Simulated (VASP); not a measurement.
Input:

```
Te
1.0
    2.23000    -3.86247     0.00000
    2.23000     3.86247     0.00000
    0.00000     0.00000     5.93000
Te
3
Direct
  0.00000   0.26300   0.66667
  0.73700   0.73700   0.00000
  0.26300   0.00000   0.33333
```
Cell charge -0.1.

All values below come from PBE GGA, VASP's PBE PAW potentials (set 64) (plane waves; VASP). Settings: NELECT = 18.1, 400 eV cut-off, 6×6×4 Γ-centred mesh, Gaussian smearing of 0.050 eV, potentials Te.

The cell is charged, with a uniform compensating background.

Q: Which forces act on the atoms, in eV/Å?

A: 
| atom | Fx | Fy | Fz |
|---|---|---|---|
| Te1 | 0.192 | 0.333 | 0.000 |
| Te2 | -0.385 | 0.000 | 0.000 |
| Te3 | 0.192 | -0.333 | 0.000 |

Q: Give the stress tensor in GPa (positive for a compressed cell).

A: 
```
3.73  0.00  0.00
0.00  3.73  0.00
0.00  0.00  4.53
```
The pressure is its mean diagonal, 4.00 GPa.

The compound is Te in the trig structure. The cell was not relaxed at this level. The run is one of a series of settings (NELECT = 18.1 against the base run), some of them coarse on purpose.
